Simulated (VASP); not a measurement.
Consider the following.

```
CELL_PARAMETERS angstrom
      0.00000     3.34732     3.34732
      3.34732     0.00000     3.34732
      3.34732     3.34732     0.00000
ATOMIC_POSITIONS crystal
  In 0.00000 0.00000 0.00000
  Sb 0.25000 0.25000 0.25000
```

Calculation: revPBE GGA, VASP's PBE PAW potentials (set 64) (plane waves; VASP 6.6.1). Numerical set-up: 520 eV cut-off, 11×11×11 Γ-centred mesh, tetrahedra with Blöchl corrections, potentials In_d Sb.

Unless said otherwise, spin-orbit coupling is left out, though it shifts the bands of the heavy elements here.

Problem. Tabulate the total density of states (states/eV per cell) against energy (eV; zero at the valence-band maximum or, without a gap, the Fermi level).

Solution. 
(E (eV), DOS (states/eV)): (-9.96, 0.28); (-9.61, 0.62); (-9.26, 1.04); (-8.90, 2.17); (-8.55, 2.51); (-8.20, 0.00); (-7.85, 0.00); (-7.62, 0.00); (-7.26, 0.00); (-6.91, 0.00); (-6.56, 0.00); (-6.21, 0.00); (-5.86, 0.00); (-5.51, 0.07); (-5.15, 2.65); (-4.80, 0.97); (-4.45, 0.57); (-4.10, 0.41); (-3.75, 0.28); (-3.40, 0.21); (-3.16, 0.17); (-2.81, 0.12); (-2.46, 2.01); (-2.11, 1.79); (-1.76, 2.29); (-1.41, 2.10); (-1.05, 1.92); (-0.70, 1.02); (-0.35, 0.45); (0.00, 0.01); (0.35, 0.01); (0.70, 0.16); (1.06, 0.52); (1.29, 0.70); (1.64, 1.53); (1.99, 2.07); (2.35, 0.91); (2.70, 0.97); (3.05, 1.01); (3.40, 1.27)
Within 2 eV below the Fermi level the largest weight inside VASP's projection spheres is Sb p, then In p.

The compound is InSb in the zinc blende structure. It was relaxed first, which changed the volume by +10 %.
